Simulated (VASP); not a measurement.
Data:

```yaml
crystal:
  lattice:
    - [-2.04164, 2.04164, 2.04164]
    - [2.04164, -2.04164, 2.04164]
    - [2.04164, 2.04164, -2.04164]
  atoms:
    - { symbol: Pr, position: [0.00000, 0.00000, 0.00000] }
```

The numbers are results of PBEsol GGA, VASP's PBE PAW potentials (set 64) (plane waves; VASP), not measurements. Numerical set-up: 400 eV cut-off, 14×14×14 Γ-centred mesh, tetrahedra with Blöchl corrections, potentials Pr_3.

The 4f electrons are frozen in the core of the lanthanide potential, so 4f levels, which can set the real gap, and their magnetism are missing.

Question: Predict the energy per atom (σ→0), band gap (on the k-mesh) with the smallest direct gap where there is one.

Answer: 
```json
{
  "band gap (on the k-mesh)": "none (metal, semimetal or under 0.01 eV)",
  "energy per atom (σ→0)": "-5.058 eV/atom"
}
```

Total energies compare only between runs with the same potentials, cut-off and functional.

The structure was generated: Pr was put into the bcc type (Im-3m), which need not be its known phase. It was relaxed first.
